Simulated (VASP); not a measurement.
Given:

```
CELL_PARAMETERS angstrom
     -1.91507     1.91507     2.93494
      1.91507    -1.91507     2.93494
      1.91507     1.91507    -2.93494
ATOMIC_POSITIONS crystal
  Sn 0.00876 0.00876 0.00000
  P  0.56324 0.56324 0.00000
```

Level of theory: PBEsol GGA with spin-orbit coupling, VASP's PBE PAW potentials (set 64) (plane waves; VASP 6.6.1). Settings: 400 eV cut-off, 12×12×12 Γ-centred mesh, Gaussian smearing of 0.050 eV, potentials Sn_d P.

Predict the energy per atom (σ→0), band gap (over mesh and band path) with the smallest direct gap where there is one.

```yaml
band gap (over mesh and band path): none (metal, semimetal or under 0.01 eV)
energy per atom (σ→0): -5.088 eV/atom
```

The structure comes from a computed database's SnP entry (I4mm); how it stands against other phases isn't given here. It was relaxed first.
